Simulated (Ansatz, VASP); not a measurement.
## C (Diamond): VASP beside Ansatz

Aim: how closely do two programs agree when they are given the same cell, functional and k mesh? The cell is taken from a series of runs on this material, whose earlier steps may have relaxed, scaled, displaced or heated it; both programs get it as it stands.

Main program and level: Ansatz 0.2.0; plane waves, with VASP 6.6.1 beside it; zone-centre phonons at LDA.

## Step 1: Starting point

The structure is cubic, space group Fd-3m (No. 227). Conventional cell: a = 3.410 Å, b = 3.410 Å, c = 3.410 Å, α = 90.00°, β = 90.00°, γ = 90.00°. C has 4 C at 1.48 Å nearest.

## Step 2: VASP: zone-centre phonons, LDA, pair 1

Second derivatives magnify differences that forces hide, and they need a tight electronic threshold.

Lines of VASP's logs that name or quote its potential files are left out, and so is its time.

INCAR reads:

```
SYSTEM = C
PREC = Accurate
ENCUT = 600
EDIFF = 1E-08
NELM = 120
ISMEAR = 0
SIGMA = 0.01
LREAL = .FALSE.
ALGO = Normal
GGA = CA
NBANDS = 10
LORBIT = 11
LWAVE = .FALSE.
LCHARG = .FALSE.
ISIF = 2
IBRION = 8
LEPSILON = .TRUE.
LASPH = .TRUE.
GGA_COMPAT = .FALSE.
EFERMI = MIDGAP
KPAR = 2
```

POSCAR reads:

```
C
1.0
    0.0000000000      1.7047967432      1.7047967432
    1.7047967432      0.0000000000      1.7047967432
    1.7047967432      1.7047967432      0.0000000000
C
2
Direct
    0.5000000000      0.5000000000      0.5000000000
    0.7500000000      0.7500000000      0.7500000000
```

KPOINTS reads:

```
Automatic mesh
0
Gamma
12 12 12
0 0 0
```

Potentials, in the order of the species: C (LDA family, release 64).

Run with:

```
> mpirun -np 2 vasp_std
```

Numbers of over 12 decimals in the logs are rounded to 6 here.

Output:

```text
[banner, memory and clock lines left out]
running    2 mpi-ranks, on    1 nodes
 distrk:  each k-point on    1 cores,    2 groups
 distr:  one band on    1 cores,    1 groups

 POSCAR found type information on POSCAR C
 POSCAR found :  1 types and       2 ions
 LDA part: xc-table for (Slater(with rela. corr.)+CA(PZ))
 , standard interpolation
 POSCAR, INCAR and KPOINTS ok, starting setup
 FFT: planning ... GRIDC
 FFT: planning ... GRID_SOFT
 FFT: planning ... GRID
 WAVECAR not read
 entering main loop
       N       E                     dE             d eps       ncg     rms          rms(c)
DAV:   1    -0.302435788935E+00   -0.30244E+00   -0.55096E+03  1516   0.883E+02
DAV:   2    -0.208072567868E+02   -0.20505E+02   -0.19434E+02  1912   0.141E+02
DAV:   3    -0.211781144177E+02   -0.37086E+00   -0.37006E+00  1722   0.143E+01
DAV:   4    -0.211788424461E+02   -0.72803E-03   -0.72797E-03  1602   0.673E-01
DAV:   5    -0.211788433672E+02   -0.92105E-06   -0.92106E-06  1656   0.236E-02    0.674E+00
DAV:   6    -0.203371049461E+02    0.84174E+00   -0.48822E-01  1496   0.530E+00    0.392E+00
DAV:   7    -0.200482155518E+02    0.28889E+00   -0.56438E-01  1552   0.571E+00    0.929E-01
DAV:   8    -0.200483041938E+02   -0.88642E-04   -0.11268E-02  1562   0.984E-01    0.295E-02
DAV:   9    -0.200482878767E+02    0.16317E-04   -0.40734E-05  1588   0.541E-02    0.208E-02
DAV:  10    -0.200482890159E+02   -0.11392E-05   -0.17537E-06  1608   0.124E-02    0.465E-03
DAV:  11    -0.200482889692E+02    0.46680E-07   -0.53859E-08  1654   0.195E-03    0.476E-04
DAV:  12    -0.200482889584E+02    0.10804E-07   -0.68732E-10   908   0.272E-04    0.189E-04
DAV:  13    -0.200482889563E+02    0.20801E-08   -0.31454E-11   768   0.612E-05
   1 F= -.20048289E+02 E0= -.20048289E+02  d E =0.000000E+00
 Linear response reoptimize wavefunctions to high precision
DAV:   1    -0.200482889560E+02    0.36960E-09   -0.13038E-12   876   0.107E-05
DAV:   2    -0.200482889559E+02    0.51159E-11    0.52258E-14   762   0.243E-06
 Linear response G [H, r] |phi>, progress :
  Direction:   1
       N       E                     dE             d eps       ncg     rms
RMM:   1    -0.302216603137E+02   -0.30222E+02    0.12613E+01  3282   0.422E+01
RMM:   2    -0.324046490614E+02   -0.21830E+01   -0.85715E-01  2282   0.808E+00
RMM:   3    -0.324138110501E+02   -0.91620E-02   -0.24965E-03  2416   0.451E-01
RMM:   4    -0.324138806677E+02   -0.69618E-04   -0.12427E-05  2537   0.329E-02
RMM:   5    -0.324138815951E+02   -0.92740E-06    0.22589E-07  2477   0.278E-03
RMM:   6    -0.324138816340E+02   -0.38816E-07    0.60293E-08  2273   0.263E-04
RMM:   7    -0.324138816418E+02   -0.78833E-08   -0.71584E-08  1799   0.393E-05
 Linear response G [H, r] |phi>, progress :
  Direction:   2
       N       E                     dE             d eps       ncg     rms
RMM:   1    -0.347096125388E+02   -0.34710E+02   -0.48763E+01  3313   0.405E+01
RMM:   2    -0.328911466176E+02    0.18185E+01   -0.58539E-01  2291   0.693E+00
RMM:   3    -0.328940505643E+02   -0.29039E-02   -0.19612E-03  2403   0.377E-01
RMM:   4    -0.328940703601E+02   -0.19796E-04   -0.10412E-05  2554   0.286E-02
RMM:   5    -0.328940707866E+02   -0.42654E-06    0.13774E-07  2502   0.229E-03
RMM:   6    -0.328940708150E+02   -0.28372E-07    0.64696E-10  2278   0.213E-04
RMM:   7    -0.328940708133E+02    0.17186E-08    0.32888E-08  1806   0.307E-05
 Linear response G [H, r] |phi>, progress :
  Direction:   3
       N       E                     dE             d eps       ncg     rms
RMM:   1    -0.205517438749E+02   -0.20552E+02    0.58085E+01  3153   0.393E+01
RMM:   2    -0.224098932147E+02   -0.18581E+01   -0.77651E-01  2262   0.746E+00
RMM:   3    -0.224193599338E+02   -0.94667E-02   -0.45144E-03  2437   0.435E-01
RMM:   4    -0.224193943907E+02   -0.34457E-04   -0.56350E-05  2485   0.335E-02
RMM:   5    -0.224193932340E+02    0.11568E-05   -0.17652E-06  2437   0.285E-03
RMM:   6    -0.224193931066E+02    0.12741E-06   -0.14755E-07  2145   0.276E-04
RMM:   7    -0.224193930674E+02    0.39169E-07    0.34258E-07  1658   0.399E-05
RMM:   8    -0.224193930762E+02   -0.87887E-08    0.11661E-06  1561   0.237E-05
RMM:   9    -0.224193930745E+02    0.17171E-08   -0.26069E-11  1408   0.230E-05
 Linear response to external field (no local field effect), progress :
  Direction:   1
       N       E                     dE             d eps       ncg     rms          rms(c)
RMM:   1    -0.155148180576E+00   -0.15515E+00   -0.54414E-01  3173   0.212E+00
RMM:   2    -0.158016133088E+00   -0.28680E-02   -0.72205E-04  2312   0.228E-01
RMM:   3    -0.158018993874E+00   -0.28608E-05   -0.19991E-06  2318   0.914E-03
RMM:   4    -0.158019005338E+00   -0.11464E-07   -0.74268E-09  2246   0.593E-04
RMM:   5    -0.158019005380E+00   -0.41414E-10   -0.45759E-11  1627   0.384E-05
 change of polarisation eV/A/(eV/A) component  1 :     0.316     0.139     0.042
 dielectric tensor                  component  1 :     6.771     2.544     0.761
 Linear response to external field (no local field effect), progress :
  Direction:   2
       N       E                     dE             d eps       ncg     rms          rms(c)
RMM:   1    -0.151857866702E+00   -0.15186E+00   -0.51751E-01  3171   0.214E+00
RMM:   2    -0.154660435759E+00   -0.28026E-02   -0.70005E-04  2314   0.230E-01
RMM:   3    -0.154663160253E+00   -0.27245E-05   -0.20236E-06  2332   0.909E-03
RMM:   4    -0.154663172316E+00   -0.12063E-07   -0.76098E-09  2265   0.615E-04
RMM:   5    -0.154663172349E+00   -0.32577E-10   -0.52690E-11  1645   0.383E-05
 change of polarisation eV/A/(eV/A) component  2 :     0.139     0.309    -0.053
 dielectric tensor                  component  2 :     2.544     6.649    -0.968
 Linear response to external field (no local field effect), progress :
  Direction:   3
       N       E                     dE             d eps       ncg     rms          rms(c)
RMM:   1    -0.797468096461E-01   -0.79747E-01   -0.27518E-01  3114   0.158E+00
RMM:   2    -0.813832613506E-01   -0.16365E-02   -0.36783E-04  2279   0.160E-01
RMM:   3    -0.813846752694E-01   -0.14139E-05   -0.98420E-07  2316   0.661E-03
RMM:   4    -0.813846805624E-01   -0.52930E-08   -0.33541E-09  2214   0.448E-04
 change of polarisation eV/A/(eV/A) component  3 :     0.042    -0.053     0.163
 dielectric tensor                  component  3 :     0.761    -0.968     3.972
 Linear response to external field, progress :
  Direction:   1
       N       E                     dE             d eps       ncg     rms          rms(c)
RMM:   1    -0.128934655075E+00   -0.12893E+00   -0.44578E-01  7158   0.195E+00
RMM:   2    -0.131353289684E+00   -0.24186E-02   -0.59521E-04  5175   0.206E-01    0.623E-01
RMM:   3    -0.129379605429E+00    0.19737E-02   -0.66277E-04  5156   0.201E-01    0.362E-01
RMM:   4    -0.133048171107E+00   -0.36686E-02   -0.92625E-04  5184   0.240E-01    0.337E-02
RMM:   5    -0.133430499159E+00   -0.38233E-03   -0.10322E-05  5303   0.257E-02    0.240E-03
RMM:   6    -0.133440313041E+00   -0.98139E-05   -0.23497E-08  5475   0.139E-03    0.134E-03
RMM:   7    -0.133442872478E+00   -0.25594E-05   -0.30551E-09  5454   0.552E-04    0.905E-05
RMM:   8    -0.133443275058E+00   -0.40258E-06   -0.49710E-11  4198   0.548E-05    0.206E-05
RMM:   9    -0.133443185488E+00    0.89570E-07    0.00000E+00  2224   0.205E-05    0.217E-06
 change of polarisation eV/A/(eV/A) component  1 :     0.254     0.081     0.028
 dielectric tensor                  component  1 :     5.634     1.486     0.512
 Linear response to external field, progress :
  Direction:   2
       N       E                     dE             d eps       ncg     rms          rms(c)
RMM:   1    -0.128908348508E+00   -0.12891E+00   -0.44551E-01  7168   0.195E+00
RMM:   2    -0.131353276552E+00   -0.24449E-02   -0.59701E-04  5175   0.206E-01    0.623E-01
RMM:   3    -0.129380219164E+00    0.19731E-02   -0.66225E-04  5154   0.201E-01    0.362E-01
RMM:   4    -0.133048346875E+00   -0.36681E-02   -0.92625E-04  5187   0.240E-01    0.337E-02
RMM:   5    -0.133430356261E+00   -0.38201E-03   -0.10315E-05  5303   0.257E-02    0.240E-03
RMM:   6    -0.133440321841E+00   -0.99656E-05   -0.23361E-08  5474   0.139E-03    0.134E-03
RMM:   7    -0.133442870305E+00   -0.25485E-05   -0.30520E-09  5461   0.551E-04    0.905E-05
RMM:   8    -0.133443277120E+00   -0.40681E-06   -0.53693E-11  4184   0.544E-05    0.206E-05
RMM:   9    -0.133443185526E+00    0.91595E-07    0.00000E+00  2198   0.206E-05    0.219E-06
 change of polarisation eV/A/(eV/A) component  2 :     0.067     0.254    -0.001
 dielectric tensor                  component  2 :     1.216     5.634    -0.026
 Linear response to external field, progress :
  Direction:   3
       N       E                     dE             d eps       ncg     rms          rms(c)
RMM:   1    -0.128909854013E+00   -0.12891E+00   -0.44553E-01  7168   0.195E+00
RMM:   2    -0.131353269071E+00   -0.24434E-02   -0.59775E-04  5176   0.206E-01    0.623E-01
RMM:   3    -0.129380271946E+00    0.19730E-02   -0.66050E-04  5156   0.201E-01    0.362E-01
RMM:   4    -0.133048389530E+00   -0.36681E-02   -0.92399E-04  5189   0.240E-01    0.337E-02
RMM:   5    -0.133430342577E+00   -0.38195E-03   -0.10298E-05  5300   0.257E-02    0.240E-03
RMM:   6    -0.133440323495E+00   -0.99809E-05   -0.23183E-08  5477   0.139E-03    0.134E-03
RMM:   7    -0.133442869983E+00   -0.25465E-05   -0.30336E-09  5450   0.551E-04    0.902E-05
RMM:   8    -0.133443278225E+00   -0.40824E-06   -0.49237E-11  4166   0.538E-05    0.206E-05
RMM:   9    -0.133443185257E+00    0.92967E-07    0.00000E+00  2201   0.209E-05    0.221E-06
 change of polarisation eV/A/(eV/A) component  3 :     0.011     0.051     0.254
 dielectric tensor                  component  3 :     0.199     0.940     5.634
 Linear response DOF=           1
 Linear response progress:
  Degree of freedom:   1/  1
       N       E                     dE             d eps       ncg     rms          rms(c)
RMM:   1    -0.123872901745E+00   -0.12387E+00   -0.30332E-02 13353   0.210E+00
RMM:   2    -0.113424470980E+00    0.10448E-01   -0.39802E-03  8574   0.394E-01    0.220E-01
RMM:   3    -0.113342061541E+00    0.82409E-04   -0.49346E-04  8404   0.137E-01    0.118E-01
RMM:   4    -0.114293916077E+00   -0.95185E-03   -0.49304E-04  8370   0.143E-01    0.141E-02
RMM:   5    -0.114249449954E+00    0.44466E-04   -0.31424E-05  9099   0.155E-02    0.119E-03
RMM:   6    -0.114249319958E+00    0.13000E-06   -0.41261E-06  9101   0.943E-04    0.508E-04
RMM:   7    -0.114246518700E+00    0.28013E-05   -0.13920E-06  9343   0.353E-04    0.810E-05
RMM:   8    -0.114246415160E+00    0.10354E-06   -0.54436E-08  9290   0.437E-05    0.130E-05
RMM:   9    -0.114246242574E+00    0.17259E-06    0.56266E-08  9528   0.174E-05    0.128E-06
RMM:  10    -0.114246246313E+00   -0.37394E-08    0.43429E-09  7949   0.145E-06    0.288E-07
 first order change of Fermi-energy  -0.57591E+01
 force on displaced ion       1 direction 1 : -47.905  -0.000  -0.000
 Born effective charge ion    1 direction 1 :   0.000   0.000   0.000
 Born effective charges drift removed
 Linear response finished
```

From OUTCAR (step 2):

```text
ion  position               nearest neighbor table
   1  0.500  0.500  0.500-   2 1.48   2 1.48   2 1.48   2 1.48
   2  0.750  0.750  0.750-   1 1.48   1 1.48   1 1.48   1 1.48

  LATTYP: Found a face centered cubic cell.
 ALAT       =     3.4095934864

 Subroutine GETGRP returns: Found 48 space group operations
 (whereof 24 operations were pure point group operations)

The static configuration has the point symmetry T_d .
 The point group associated with its full space group is O_h .

 Found     72 irreducible k-points:

   k-points           NKPTS =     72   k-points in BZ     NKDIM =     72   number of bands    NBANDS=     10

   dimension x,y,z NGX =    20 NGY =   20 NGZ =   20
   dimension x,y,z NGXF=    40 NGYF=   40 NGZF=   40

   ENCUT  =  600.0 eV  44.10 Ry    6.64 a.u.   4.82  4.82  4.82*2*pi/ulx,y,z

   NELECT =       8.0000    total number of electrons

 k-points in reciprocal lattice and weights: Automatic mesh
   0.00000000  0.00000000  0.00000000       0.001
   0.08333333  0.00000000  0.00000000       0.005
   0.16666667  0.00000000  0.00000000       0.005
   0.25000000  0.00000000  0.00000000       0.005
   0.33333333  0.00000000  0.00000000       0.005
   0.41666667  0.00000000  0.00000000       0.005
   0.50000000  0.00000000  0.00000000       0.002
   0.08333333  0.08333333  0.00000000       0.003
   0.16666667  0.08333333  0.00000000       0.014
[...]
-0.33333333  0.50000000  0.16666667       0.007
  -0.25000000  0.50000000  0.25000000       0.003

 average (electrostatic) potential at core
       1 -47.4815       2 -47.4815

  Total        3.7699906      3.7699906      3.7699906     -0.0000000      0.0000000     -0.0000000
  in kB      609.5411471    609.5411471    609.5411471     -0.0000000      0.0000000     -0.0000000
  external PRESSURE =     609.5411471 kB  Pullay stress =       0.0000000 kB

  energy-cutoff  :      600.00
  volume of cell :        9.91
      direct lattice vectors                 reciprocal lattice vectors
     0.000000000  1.704796743  1.704796743    -0.293290096  0.293290096  0.293290096
     1.704796743  0.000000000  1.704796743     0.293290096 -0.293290096  0.293290096
     1.704796743  1.704796743  0.000000000     0.293290096  0.293290096 -0.293290096

 POSITION                                       TOTAL-FORCE (eV/Angst)
 -----------------------------------------------------------------------------------
      1.70480      1.70480      1.70480         0.000000      0.000000      0.000000
      2.55720      2.55720      2.55720        -0.000000     -0.000000     -0.000000
 -----------------------------------------------------------------------------------
    total drift:                                0.000000     -0.000000      0.000000

 MACROSCOPIC STATIC DIELECTRIC TENSOR (including local field effects in DFT)
 ------------------------------------------------------
           5.634281     0.000000     0.000000
           0.000000     5.634281    -0.000000
           0.000000    -0.000000     5.634281
 ------------------------------------------------------

 PIEZOELECTRIC TENSOR (including local field effects)  for field in x, y, z        (C/m^2)
          XX          YY          ZZ          XY          YZ          ZX
  --------------------------------------------------------------------------------
  x    -0.00000     0.00000     0.00000     0.00000     0.00000     0.00000
  y     0.00000    -0.00000    -0.00000     0.00000     0.00000    -0.00000
  z     0.00000    -0.00000     0.00000     0.00000     0.00000     0.00000

 BORN EFFECTIVE CHARGES (including local field effects) (in |e|, cummulative output)
 ---------------------------------------------------------------------------------
 ion    1
    1     0.00000     0.00000     0.00000
    2     0.00000    -0.00000    -0.00000
    3    -0.00000    -0.00000    -0.00000
 ion    2
    1    -0.00000     0.00000     0.00000
    2    -0.00000     0.00000     0.00000
    3     0.00000     0.00000     0.00000

 Eigenvectors and eigenvalues of the dynamical matrix
 ----------------------------------------------------

   1 f  =   44.153754 THz   277.426220 2PiTHz 1472.810709 cm-1   182.605173 meV
             X         Y         Z           dx          dy          dz
      1.704797  1.704797  1.704797     0.000000   -0.707107    0.000000
      2.557195  2.557195  2.557195     0.000000    0.707107    0.000000

   2 f  =   44.153754 THz   277.426220 2PiTHz 1472.810709 cm-1   182.605173 meV
             X         Y         Z           dx          dy          dz
      1.704797  1.704797  1.704797    -0.707107    0.000000    0.000000
      2.557195  2.557195  2.557195     0.707107    0.000000    0.000000

   3 f  =   44.153754 THz   277.426220 2PiTHz 1472.810709 cm-1   182.605173 meV
             X         Y         Z           dx          dy          dz
      1.704797  1.704797  1.704797     0.000000    0.000000   -0.707107
      2.557195  2.557195  2.557195     0.000000    0.000000    0.707107

   4 f  =    0.000000 THz     0.000000 2PiTHz    0.000000 cm-1     0.000000 meV
             X         Y         Z           dx          dy          dz
      1.704797  1.704797  1.704797     0.707107    0.000000    0.000000
      2.557195  2.557195  2.557195     0.707107    0.000000    0.000000

   5 f  =    0.000000 THz     0.000000 2PiTHz    0.000000 cm-1     0.000000 meV
             X         Y         Z           dx          dy          dz
      1.704797  1.704797  1.704797     0.000000    0.707107    0.000000
      2.557195  2.557195  2.557195     0.000000    0.707107    0.000000

   6 f  =    0.000000 THz     0.000000 2PiTHz    0.000000 cm-1     0.000000 meV
             X         Y         Z           dx          dy          dz
      1.704797  1.704797  1.704797     0.000000    0.000000    0.707107
      2.557195  2.557195  2.557195     0.000000    0.000000    0.707107

 MACROSCOPIC STATIC DIELECTRIC TENSOR IONIC CONTRIBUTION
 ------------------------------------------------------
           0.000000     0.000000    -0.000000
           0.000000     0.000000     0.000000
          -0.000000     0.000000     0.000000
 ------------------------------------------------------

 ELASTIC MODULI CONTR FROM IONIC RELAXATION (kBar)
 Direction    XX          YY          ZZ          XY          YZ          ZX
 --------------------------------------------------------------------------------
 XX          -0.0000     -0.0000      0.0000      0.0000     -0.0000     -0.0000
 YY          -0.0000     -0.0000     -0.0000      0.0000      0.0000     -0.0000
 ZZ           0.0000     -0.0000     -0.0000     -0.0000      0.0000     -0.0000
 XY           0.0000      0.0000     -0.0000   -396.2272      0.0000      0.0000
 YZ          -0.0000      0.0000      0.0000      0.0000   -396.2272      0.0000
 ZX          -0.0000     -0.0000     -0.0000      0.0000      0.0000   -396.2272
 --------------------------------------------------------------------------------

 PIEZOELECTRIC TENSOR IONIC CONTR  for field in x, y, z        (C/m^2)
          XX          YY          ZZ          XY          YZ          ZX
  --------------------------------------------------------------------------------
  x     0.00000    -0.00000    -0.00000     0.00000     0.00000     0.00000
  y    -0.00000    -0.00000    -0.00000    -0.00000     0.00000    -0.00000
  z     0.00000     0.00000    -0.00000    -0.00000    -0.00000    -0.00000
```

(Part 1 of 3 ends here.)

[Lines on the potential files, build, host, timing and source positions are cut from VASP's logs without a mark.]

[Logs are printed without paths, hosts, clocks, repeated set-up lines and the standing remarks that a program may print on its own settings, such as how far it seeks lower states.]

[Hosts, paths, dates, database ids (printed as entryN), source tags and the programs' standing remarks are cut or masked in the printed files.]
